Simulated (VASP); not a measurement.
An input for Ansatz (written as the equivalent of a VASP run, and not itself run):

Ansatz 0.2 input:
```yaml
crystal:
  lattice:
    - [2.0043000, -3.4715500, 0.0000000]
    - [2.0043000, 3.4715500, 0.0000000]
    - [0.0000000, 0.0000000, 5.2326000]
  atoms:
    - { symbol: Ni, position: [0.0000000, 0.0000000, 0.5000000] }
    - { symbol: Ni, position: [0.0000000, 0.0000000, 0.0000000] }
    - { symbol: Sb, position: [0.3333330, 0.6666670, 0.2500000] }
    - { symbol: Sb, position: [0.6666670, 0.3333330, 0.7500000] }
kpoints:
  mp_grid: { grid: [11, 11, 8] }
hamiltonian:
  xc: pbe
  pseudopotentials: { kind: paw }
scf:
  occupations: { method: methfessel_paxton, width: 0.1 }
  max_iter: 100
output: { forces: true, stress: true, eigenvalues: true }
```

Task: Write the VASP files for the same calculation (PBE).

Result: One answer among several that fit: 
**POSCAR**
```
NiSb
1
    2.0043000000    -3.4715500000     0.0000000000
    2.0043000000     3.4715500000     0.0000000000
    0.0000000000     0.0000000000     5.2326000000
Ni Sb
2 2
Direct
  0.0000000000   0.0000000000   0.5000000000
  0.0000000000   0.0000000000   0.0000000000
  0.3333330000   0.6666670000   0.2500000000
  0.6666670000   0.3333330000   0.7500000000
```

### INCAR
```
SYSTEM = NiSb
PREC = Accurate
ENCUT = 400
EDIFF = 1E-6
NELM = 100
ALGO = Normal
LREAL = .FALSE.
LASPH = .TRUE.
ISMEAR = 1
SIGMA = 0.1
GGA = PE
LMAXMIX = 4
LWAVE = .FALSE.
LCHARG = .FALSE.
ISIF = 2
```

File KPOINTS:
```
K-points
0
Gamma
 11 11 8
0 0 0
```

POTCAR, in this order: Ni Sb (PBE.64 set). Program: vasp_std.

Limits of the translation: each code has its own PAW files, so the cut-off isn't converted (ENCUT is set for VASP's; basis.ecutwfc is left out, and Ansatz then takes the one that its files recommend); Ansatz stops its SCF on the density residual and VASP on the energy change (EDIFF).

The compound is NiSb in the NiAs type structure. The cell was not relaxed at this level. The run is one of a series of settings (KPOINTS 11×11×8 Γ-centred mesh against the base run), some of them coarse on purpose.
